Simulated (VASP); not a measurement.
A convergence study with VASP on MgO (rock salt): one setting is varied, all else stays as given below, so the limit is that of these other settings. ε∞ is the independent-particle value.

```xyz
2
Lattice="0.0000 2.1050 2.1050 2.1050 0.0000 2.1050 2.1050 2.1050 0.0000" Properties=species:S:1:pos:R:3 pbc="T T T"
Mg     0.0000     0.0000     0.0000
O      2.1050     2.1050     2.1050
```

All values below come from LDA (Ceperley-Alder, Perdew-Zunger), VASP's LDA PAW potentials (set 64) (plane waves; VASP 6.6.1). The tightest run used: 700 eV cut-off, 9×9×9 Γ-centred mesh, Gaussian smearing of 0.050 eV, potentials Mg O.

Q: The settings run are NBANDS = 5; NBANDS = 6; NBANDS = 8; NBANDS = 12; NBANDS = 20; NBANDS = 36; NBANDS = 68; NBANDS = 132. From which on does the mean ε∞ stay within 0.05  of the tightest run?

A: From NBANDS = 20 on: it is off by 0.02 there and by no more than 0.05 in any finer run, while NBANDS = 12 is off by 0.07.
| setting | mean ε∞ | bands | difference judged () |
|---|---|---|---|
| NBANDS = 5 | 2.26 | 5 | 1.00 |
| NBANDS = 6 | 2.62 | 6 | 0.64 |
| NBANDS = 8 | 3.07 | 8 | 0.19 |
| NBANDS = 12 | 3.19 | 12 | 0.07 |
| NBANDS = 20 | 3.24 | 20 | 0.02 |
| NBANDS = 36 | 3.26 | 36 | 0.00 |
| NBANDS = 68 | 3.26 | 68 | 0.00 |
| NBANDS = 132 | 3.26 | 132 | 0.00 |

Left out are rungs that failed or repeat a setting and relaxations that didn't move; long series are thinned to 24 rows.

The compound is MgO in the rock salt structure. The cell was not relaxed at this level.
